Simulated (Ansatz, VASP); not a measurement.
# MgZn4Te in VASP and in Ansatz

```
Mg Zn Te
1.0
     0.00000    3.84572    3.84572
     3.84572    0.00000    3.84572
     3.84572    3.84572    0.00000
Mg Zn Te
1 4 1
Direct
  0.00000 0.00000 0.00000
  0.12126 0.62625 0.62625
  0.62625 0.12126 0.62625
  0.62625 0.62625 0.62625
  0.62625 0.62625 0.12126
  0.25000 0.25000 0.25000
```

Change from the starting cell: species swapped into the LaMgNi4 type (F-43m, No. 216).

Alike in both runs: functional PBE; k mesh 8 × 8 × 8; occupations gaussian, width 0.1 eV; no spin polarisation.

Ansatz relaxed the structure, and its values are those at the end. VASP's run is a single point on that final structure, the one shown.

|  | VASP | Ansatz |
| --- | --- | --- |
| version | VASP 6.6.1 | Ansatz 0.2.0 |
| potentials or method | VASP PAW PBE potentials, release 64 (Mg, Zn, Te) | scalar-relativistic, plane waves, PAW |
| plane-wave cutoff (eV) | 520 | 420 |
| valence electrons in the cell | 56 | 74 |

|  | VASP | Ansatz | Ansatz less VASP |
| --- | --- | --- | --- |
| gap on the k mesh at the Fermi level (eV) | none | none | - |
| pressure (GPa) | 0.2 | 0.0 | -0.17 |

A gap of «none» marks a metal or a gap that the smearing closes. The two sets of potentials don't hold the same shells in valence.

The runs have no spin-orbit coupling, so splittings on Te are missing.
